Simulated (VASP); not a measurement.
The system is InGaO.

```
CELL_PARAMETERS angstrom
4.22137 0.00000 0.00000
0.00000 4.22137 0.00000
0.00000 0.00000 7.02196
ATOMIC_POSITIONS crystal
In 0.00000 0.50000 0.00000
In 0.50000 0.00000 0.00000
Ga 0.50000 0.50000 0.84188
Ga 0.50000 0.50000 0.15812
O 0.50000 0.50000 0.50000
O 0.00000 0.00000 0.50000
```

The cell was built by a generator and needn't be a form met in nature.

* Program: VASP 6.6.1
* Task: relaxation of cell and atoms
* Functional: PBE
* Potentials or basis: VASP PAW PBE potentials, release 64 (In_d, Ga_d, O)
* Cutoff: 520 eV
* k mesh: 3 × 3 × 2
* Occupations: gaussian, width 0.15 eV
* Spin: no spin polarisation

At the start: pressure 21.9 GPa; volume 20.86 Å³/atom.

**Question.** Where does the relaxation end?

**Answer.** Over 16 steps the energy falls by 1491.9 meV/atom and the volume is 26.90 Å³/atom (+29.0 %); space group P4/mmm (No. 123, to 0.05 Å).

Step by step:
| step | energy change (eV) | largest force (eV/Å) | pressure (GPa) | volume (Å³) |
| --- | --- | --- | --- | --- |
| 1 | 0.0000 | 11.3511 | 21.87 | 125.13 |
| 2 | -8.2083 | 2.3002 | -4.60 | 183.00 |
| 3 | -8.3105 | 1.8554 | -4.71 | 188.09 |
| 4 | -8.3181 | 0.6750 | -4.64 | 198.52 |
| 5 | -8.3474 | 1.4682 | -4.74 | 192.08 |
| 6 | -8.0237 | 6.3916 | 3.97 | 170.35 |
| 7 | -8.7159 | 0.7817 | -2.13 | 181.74 |
| 8 | -8.7165 | 0.9096 | -1.86 | 181.48 |
| 9 | -8.8551 | 0.4637 | -1.07 | 171.98 |
| 10 | -8.8966 | 0.1025 | -0.17 | 165.01 |
| 11 | -8.8979 | 0.0273 | -0.09 | 164.01 |
| 12 | -8.9101 | 0.4647 | 0.50 | 162.34 |
| 13 | -8.9101 | 0.4804 | 0.48 | 162.30 |
| 14 | -8.9191 | 0.3822 | 0.59 | 162.24 |
| 15 | -8.9386 | 0.2292 | 0.45 | 162.01 |
| 16 | -8.9517 | 0.0425 | 0.32 | 161.43 |

Final structure:
```
CELL_PARAMETERS angstrom
5.02041 0.00000 0.00000
0.00000 5.02041 0.00000
0.00000 0.00000 6.40464
ATOMIC_POSITIONS crystal
In 0.00000 0.50000 0.00000
In 0.50000 0.00000 0.00000
Ga 0.50000 0.50000 0.77280
Ga 0.50000 0.50000 0.22720
O 0.50000 0.50000 0.50000
O 0.00000 0.00000 0.50000
```

Caveat: the k mesh is coarse (spacing up to 0.50 Å⁻¹), so the values aren't converged; the volume moved by over 15 % at a fixed basis, so the end points are rough.
